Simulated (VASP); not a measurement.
Output of a VASP run:

File OUTCAR:
```
 ion  position               nearest neighbor table
   1  0.333  0.667  0.250-   2 2.75   2 2.75   2 2.75   2 2.75   2 2.75   2 2.75
   2  0.667  0.333  0.750-   1 2.75   1 2.75   1 2.75   1 2.75   1 2.75   1 2.75
  LATTYP: Found a hexagonal cell.
 ALAT       =     2.8183533606
 C/A-ratio  =     1.5753857545
 Subroutine PRICEL returns:
 Original cell was already a primitive cell.
 Subroutine GETGRP returns: Found 24 space group operations
The static configuration has the point symmetry D_3d.
 The point group associated with its full space group is D_6h.
The dynamic configuration has the point symmetry D_3d.
 Subroutine INISYM returns: Found 24 space group operations
 Subroutine IBZKPT returns following result:
 Found    135 irreducible k-points:

 Following reciprocal coordinates:
            Coordinates               Weight
  0.000000  0.000000  0.000000      1.000000
  0.066667 -0.000000  0.000000      6.000000
  0.133333  0.000000  0.000000      6.000000
  0.200000  0.000000  0.000000      6.000000
  0.266667  0.000000  0.000000      6.000000
  0.333333  0.000000  0.000000      6.000000
  0.400000  0.000000  0.000000      6.000000
  0.466667  0.000000  0.000000      6.000000
  0.066667  0.066667  0.000000      6.000000
  0.133333  0.066667  0.000000     12.000000
  0.200000  0.066667  0.000000     12.000000
  0.266667  0.066667  0.000000     12.000000
  0.333333  0.066667  0.000000     12.000000
  0.400000  0.066667  0.000000     12.000000
  0.466667  0.066667  0.000000      6.000000
  0.133333  0.133333  0.000000      6.000000
  0.200000  0.133333  0.000000     12.000000
  0.266667  0.133333  0.000000     12.000000
  0.333333  0.133333  0.000000     12.000000
  0.400000  0.133333  0.000000     12.000000
  0.200000  0.200000  0.000000      6.000000
  0.266667  0.200000  0.000000     12.000000
  0.333333  0.200000  0.000000     12.000000
  0.400000  0.200000  0.000000      6.000000
  0.266667  0.266667  0.000000      6.000000
  0.333333  0.266667  0.000000     12.000000
  0.333333  0.333333  0.000000      2.000000
  0.000000  0.000000  0.111111      2.000000
  0.066667 -0.000000  0.111111     12.000000
  0.133333  0.000000  0.111111     12.000000
  0.200000  0.000000  0.111111     12.000000
  0.266667  0.000000  0.111111     12.000000
  0.333333  0.000000  0.111111     12.000000
  0.400000  0.000000  0.111111     12.000000
  0.466667  0.000000  0.111111     12.000000
  0.066667  0.066667  0.111111     12.000000
  0.133333  0.066667  0.111111     24.000000
  0.200000  0.066667  0.111111     24.000000
  0.266667  0.066667  0.111111     24.000000
  0.333333  0.066667  0.111111     24.000000
   k-points           NKPTS =    135   k-points in BZ     NKDIM =    135   number of bands    NBANDS=     12
   number of dos      NEDOS =    301   number of ions     NIONS =      2
   total plane-waves  NPLWV =  20736
   dimension x,y,z NGX =    24 NGY =   24 NGZ =   36
   dimension x,y,z NGXF=    48 NGYF=   48 NGZF=   72
   ions per type =               2
   PREC   = accura    normal or accurate (medium, high low for compatibility)
   ISTART =      0    job   : 0-new  1-cont  2-samecut
   ICHARG =      2    charge: 1-file 2-atom 10-const
   ISPIN  =      1    spin polarized calculation?
   LNONCOLLINEAR =      F non collinear calculations
   LSORBIT =      F    spin-orbit coupling
   INIWAV =      1    electr: 0-lowe 1-rand  2-diag
   ENCUT  =  520.0 eV  38.22 Ry    6.18 a.u.   5.24  5.24  8.26*2*pi/ulx,y,z
   NELM   =    100;   NELMIN=  2; NELMDL= -5     # of ELM steps
   EDIFF  = 0.1E-06   stopping-criterion for ELM
   LREAL  =      F    real-space projection
   NLSPLINE    = F    spline interpolate recip. space projectors
   LMAXMIX     =    6 max onsite mixed and CHGCAR
   VOSKOWN=      0    Vosko Wilk Nusair interpolation
   EDIFFG = -.1E-01   stopping-criterion for IOM
   NSW    =     30    number of steps for IOM
...
```

File OSZICAR:
```
       N       E                     dE             d eps       ncg     rms          rms(c)
DAV:   1     0.999461855857E+02    0.99946E+02   -0.75038E+03  3240   0.126E+03
DAV:   2    -0.148789145534E+02   -0.11483E+03   -0.10411E+03  3408   0.389E+02
DAV:   3    -0.223179807511E+02   -0.74391E+01   -0.67390E+01  4080   0.773E+01
DAV:   4    -0.225428294670E+02   -0.22485E+00   -0.22238E+00  3408   0.142E+01
DAV:   5    -0.225456753422E+02   -0.28459E-02   -0.28442E-02  3900   0.132E+00    0.182E+01
DAV:   6    -0.213963932376E+02    0.11493E+01   -0.14544E+00  3524   0.110E+01    0.776E+00
DAV:   7    -0.211029849471E+02    0.29341E+00   -0.87765E-01  3956   0.847E+00    0.311E-01
DAV:   8    -0.210982679982E+02    0.47169E-02   -0.68751E-03  3328   0.674E-01    0.220E-01
DAV:   9    -0.210961575736E+02    0.21104E-02   -0.13059E-03  3532   0.433E-01    0.457E-02
DAV:  10    -0.210961990192E+02   -0.41446E-04   -0.57545E-05  3632   0.813E-02    0.111E-02
DAV:  11    -0.210961710477E+02    0.27972E-04   -0.55486E-06  3412   0.266E-02    0.819E-04
DAV:  12    -0.210961701505E+02    0.89717E-06   -0.15538E-07  2792   0.491E-03    0.611E-04
DAV:  13    -0.210961699304E+02    0.22009E-06   -0.14320E-08  1720   0.109E-03    0.258E-04
DAV:  14    -0.210961698551E+02    0.75380E-07   -0.46513E-09  1676   0.951E-04
   1 F= -.21096170E+02 E0= -.21096671E+02  d E =-.210962E+02
       N       E                     dE             d eps       ncg     rms          rms(c)
DAV:   1    -0.210961962134E+02   -0.26283E-04   -0.23763E-03  3296   0.427E-01    0.259E-02
DAV:   2    -0.210961739207E+02    0.22293E-04   -0.24749E-05  4004   0.657E-02    0.129E-02
DAV:   3    -0.210961670746E+02    0.68461E-05   -0.12447E-05  3656   0.300E-02    0.251E-03
DAV:   4    -0.210961670853E+02   -0.10712E-07   -0.80232E-07  3320   0.118E-02
   2 F= -.21096167E+02 E0= -.21096668E+02  d E =0.276975E-05
       N       E                     dE             d eps       ncg     rms          rms(c)
DAV:   1    -0.210961833976E+02   -0.16323E-04   -0.77836E-04  3284   0.244E-01    0.149E-02
DAV:   2    -0.210961761039E+02    0.72938E-05   -0.81374E-06  3988   0.378E-02    0.745E-03
DAV:   3    -0.210961738969E+02    0.22070E-05   -0.41161E-06  3640   0.172E-02    0.144E-03
DAV:   4    -0.210961739143E+02   -0.17387E-07   -0.26011E-07  2608   0.680E-03
   3 F= -.21096174E+02 E0= -.21096675E+02  d E =-.405921E-05
```

OUTCAR:
```
------------------------ aborting loop because EDIFF is reached ----------------------------------------
  FORCE on cell =-STRESS in cart. coord.  units (eV):
  Direction    XX          YY          ZZ          XY          YZ          ZX
  --------------------------------------------------------------------------------------
  Total       -3.7668504     -3.7668494     -3.7659725      0.0000000     -0.0000000      0.0000000
  in kB     -197.5991402   -197.5990846   -197.5530883      0.0000000     -0.0000000      0.0000000
  external PRESSURE =    -197.5837710 kB  Pullay stress =       0.0000000 kB
  volume of cell :       30.54
      direct lattice vectors                 reciprocal lattice vectors
     1.409009101 -2.440475007  0.000000000     0.354859312 -0.204878148  0.000000000
     1.409009101  2.440475007  0.000000000     0.354859312  0.204878148  0.000000000
     0.000000000  0.000000000  4.441050899    -0.000000000  0.000000000  0.225171929
 POSITION                                       TOTAL-FORCE (eV/Angst)
 -----------------------------------------------------------------------------------
      1.40901      0.81349      1.11026         0.000000     -0.000000      0.000000
      1.40901     -0.81349      3.33079        -0.000000      0.000000      0.000000
 -----------------------------------------------------------------------------------
    total drift:                                0.000000      0.000032     -0.000020
  FREE ENERGIE OF THE ION-ELECTRON SYSTEM (eV)
  ---------------------------------------------------
  free  energy   TOTEN  =       -21.0961739143 eV

  energy  without entropy=      -21.0976776608  energy(sigma->0) =      -21.09667516

 reached required accuracy - stopping structural energy minimisation
```
(Selected blocks of OUTCAR.)

File POSCAR:
```
Os
1
    1.4091768417    -2.4407655139     0.0000000000
    1.4091768417     2.4407655139     0.0000000000
    0.0000000000     0.0000000000     4.4399937355
Os
2
Direct
  0.3333330000   0.6666670000   0.2500000000
  0.6666670000   0.3333330000   0.7500000000
```

Problem. Write an INCAR and KPOINTS that could have produced this output.

Solution. Several could match; the one computed here: the input of the run itself, RPBE GGA, plane waves, VASP's PBE PAW potentials (set 64).

### KPOINTS
```
Automatic
0
gamma
 15 15 9
```

### INCAR
```
! general
SYSTEM   =  Os
PREC     =  Accurate
ENCUT    =  520
LREAL    =  F
LASPH    =  T

! electronic loop
EDIFF    =  1E-7
NELM     =  100
ALGO     =  Normal
LMAXMIX  =  6

! smearing
ISMEAR   =  1
SIGMA    =  0.1

! functional
GGA      =  RP

! ions
IBRION   =  2
NSW      =  30
ISIF     =  4
EDIFFG   =  -0.01

! output
LWAVE    =  F
LCHARG   =  F
```

POTCAR, in this order: Os (PBE.64 set). Program: vasp_std.

The compound is Os in the hcp structure. This cell is one point of a volume scan, at 1.06 of the reference volume. Symmetry was kept, so distortions that lower it aren't found.
